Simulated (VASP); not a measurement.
Output of a VASP run:

**OSZICAR**
```
...
DAV:   3    -0.164213383256E+01   -0.14947E+01   -0.14947E+01  1152   0.543E+01
DAV:   4    -0.164940222138E+01   -0.72684E-02   -0.72684E-02  1296   0.381E+00
DAV:   5    -0.164941111071E+01   -0.88893E-05   -0.88893E-05  1160   0.121E-01    0.705E+00
DAV:   6    -0.153688871210E+02   -0.13719E+02   -0.68955E+01   752   0.128E+02    0.729E+00
DAV:   7    -0.152149942584E+02    0.15389E+00   -0.51764E-01   952   0.817E+00    0.574E+00
DAV:   8    -0.150958227239E+02    0.11917E+00   -0.97419E+00   752   0.216E+01    0.267E+00
DAV:   9    -0.151139833077E+02   -0.18161E-01   -0.63765E-02   808   0.280E+00    0.237E+00
DAV:  10    -0.150724730793E+02    0.41510E-01   -0.12734E-02   752   0.167E+00    0.212E+00
DAV:  11    -0.150893689333E+02   -0.16896E-01   -0.69854E-01   752   0.617E+00    0.314E-01
DAV:  12    -0.150818819738E+02    0.74870E-02   -0.90681E-03   752   0.122E+00    0.313E-01
DAV:  13    -0.150911751029E+02   -0.92931E-02   -0.67812E-03   784   0.759E-01    0.176E-01
DAV:  14    -0.150914499767E+02   -0.27487E-03   -0.43300E-03   864   0.581E-01    0.316E-02
DAV:  15    -0.150914684500E+02   -0.18473E-04   -0.58075E-05   784   0.994E-02    0.171E-02
DAV:  16    -0.150914726309E+02   -0.41809E-05   -0.28538E-05   808   0.705E-02    0.505E-03
DAV:  17    -0.150914909044E+02   -0.18273E-04   -0.64479E-06   768   0.401E-02    0.281E-03
DAV:  18    -0.150914915850E+02   -0.68066E-06   -0.11229E-06   800   0.127E-02
   1 F= -.15091492E+02 E0= -.15091492E+02  d E =-.150915E+02
       N       E                     dE             d eps       ncg     rms          rms(c)
DAV:   1    -0.151022898772E+02   -0.10799E-01   -0.30996E-01   752   0.547E+00    0.889E-01
DAV:   2    -0.150910762954E+02    0.11214E-01   -0.95387E-02   752   0.227E+00    0.913E-02
DAV:   3    -0.150925810620E+02   -0.15048E-02   -0.22262E-03   752   0.746E-01    0.717E-02
DAV:   4    -0.150911679903E+02    0.14131E-02   -0.16870E-03   752   0.565E-01    0.489E-02
DAV:   5    -0.150926992247E+02   -0.15312E-02   -0.12075E-03   752   0.473E-01    0.116E-02
DAV:   6    -0.150927521925E+02   -0.52968E-04   -0.24118E-05   840   0.524E-02    0.283E-03
DAV:   7    -0.150927456976E+02    0.64950E-05   -0.58600E-06   776   0.384E-02    0.120E-03
DAV:   8    -0.150927572570E+02   -0.11559E-04   -0.14074E-07   408   0.607E-03    0.257E-04
DAV:   9    -0.150927561570E+02    0.11000E-05   -0.47522E-08   384   0.257E-03    0.115E-04
DAV:  10    -0.150927570956E+02   -0.93856E-06   -0.16250E-08   400   0.158E-03
   2 F= -.15092757E+02 E0= -.15092757E+02  d E =-.126551E-02
       N       E                     dE             d eps       ncg     rms          rms(c)
DAV:   1    -0.150935872414E+02   -0.83108E-03   -0.21028E-02   752   0.143E+00    0.231E-01
DAV:   2    -0.150927989482E+02    0.78829E-03   -0.65097E-03   752   0.594E-01    0.240E-02
DAV:   3    -0.150929366777E+02   -0.13773E-03   -0.15189E-04   752   0.196E-01    0.186E-02
DAV:   4    -0.150927746984E+02    0.16198E-03   -0.10491E-04   752   0.144E-01    0.120E-02
DAV:   5    -0.150929428981E+02   -0.16820E-03   -0.75091E-05   752   0.121E-01    0.294E-03
DAV:   6    -0.150929377224E+02    0.51757E-05   -0.15232E-06   824   0.133E-02    0.741E-04
DAV:   7    -0.150929418527E+02   -0.41304E-05   -0.39828E-07   400   0.102E-02    0.308E-04
DAV:   8    -0.150929391020E+02    0.27508E-05   -0.18612E-08   384   0.196E-03    0.516E-05
DAV:   9    -0.150929393306E+02   -0.22865E-06   -0.25836E-09   376   0.614E-04
   3 F= -.15092939E+02 E0= -.15092939E+02  d E =-.144775E-02
```

OUTCAR:
```
------------------------ aborting loop because EDIFF is reached ----------------------------------------
  FORCE on cell =-STRESS in cart. coord.  units (eV):
  Direction    XX          YY          ZZ          XY          YZ          ZX
  --------------------------------------------------------------------------------------
  Total       -0.0003657     -0.0003657     -0.0003657      0.0000000      0.0000000      0.0000000
  in kB       -0.0310209     -0.0310209     -0.0310209      0.0000000      0.0000000      0.0000000
  external PRESSURE =      -0.0310209 kB  Pullay stress =       0.0000000 kB
  volume of cell :       18.89
      direct lattice vectors                 reciprocal lattice vectors
     0.000000000  2.113745768  2.113745768    -0.236546896  0.236546896  0.236546896
     2.113745768  0.000000000  2.113745768     0.236546896 -0.236546896  0.236546896
     2.113745768  2.113745768  0.000000000     0.236546896  0.236546896 -0.236546896
  FREE ENERGIE OF THE ION-ELECTRON SYSTEM (eV)
  ---------------------------------------------------
  free  energy   TOTEN  =       -15.0929393306 eV

  energy  without entropy=      -15.0929393306  energy(sigma->0) =      -15.09293933

 reached required accuracy - stopping structural energy minimisation
```
(Selected blocks of OUTCAR.)

### POSCAR
```
MgO
1
    0.0000000000     2.1050000000     2.1050000000
    2.1050000000     0.0000000000     2.1050000000
    2.1050000000     2.1050000000     0.0000000000
Mg O
1 1
Direct
  0.0000000000   0.0000000000   0.0000000000
  0.5000000000   0.5000000000   0.5000000000
```

Q: Reconstruct the remaining input files.

A: This is not unique; one that fits is the input of the run itself, revTPSS meta-GGA, plane waves, VASP's PBE PAW potentials (set 64).

### KPOINTS
```
Automatic mesh
0
G
 10 10 10
```

**INCAR**
```
# general
SYSTEM  = MgO
PREC    = Accurate
ENCUT   = 520
LREAL   = F
LASPH   = T

# electronic loop
EDIFF   = 1E-6
NELM    = 100
ALGO    = Normal
LMIXTAU = T

# smearing
ISMEAR  = 0
SIGMA   = 0.05

# functional
METAGGA = RTPSS

# ions
IBRION  = 2
NSW     = 60
ISIF    = 3
EDIFFG  = -0.01

# output
LWAVE   = F
LCHARG  = F
```

POTCAR, in this order: Mg O (PBE.64 set). Program: vasp_std.

The compound is MgO in the rock salt structure. This run relaxes it. Symmetry was kept, so distortions that lower it aren't found.
